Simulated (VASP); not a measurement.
Given:

```xyz
3
Lattice="1.5588 -2.7000 0.0000 1.5588 2.7000 0.0000 0.0000 0.0000 3.5277" Properties=species:S:1:pos:R:3 pbc="T T T"
Mg     0.0000     0.0000     0.0000
B      1.5588     0.9000     1.7638
B      1.5588    -0.9000     1.7638
```

These are PBE GGA with D3 dispersion (zero damping), VASP's PBE PAW potentials (set 64) (plane waves; VASP 6.6.1) values and carry that method's errors. Numerical set-up: 520 eV cut-off, 11×11×9 Γ-centred mesh, first-order Methfessel-Paxton smearing of 0.10 eV, potentials Mg B.

Task: The ions and cell shape at fixed volume are relaxed. Which structure does the run end with?

Result: 
```xyz
3
Lattice="1.5465 -2.6787 0.0000 1.5465 2.6787 0.0000 0.0000 0.0000 3.5839" Properties=species:S:1:pos:R:3 pbc="T T T"
Mg     0.0000     0.0000     0.0000
B      1.5465     0.8929     1.7920
B      1.5465    -0.8929     1.7920
```
Space group P6/mmm (191), at a tolerance of 0.03 Å.

Task: How much energy does the relaxation gain?

Result: The energy (σ→0) changes by -3.7 meV/atom, in 3 ionic steps.

The compound is MgB2 in the AlB2 type structure. This cell is one point of a volume scan, at 1.06 of the reference volume. Symmetry was kept, so distortions that lower it aren't found.
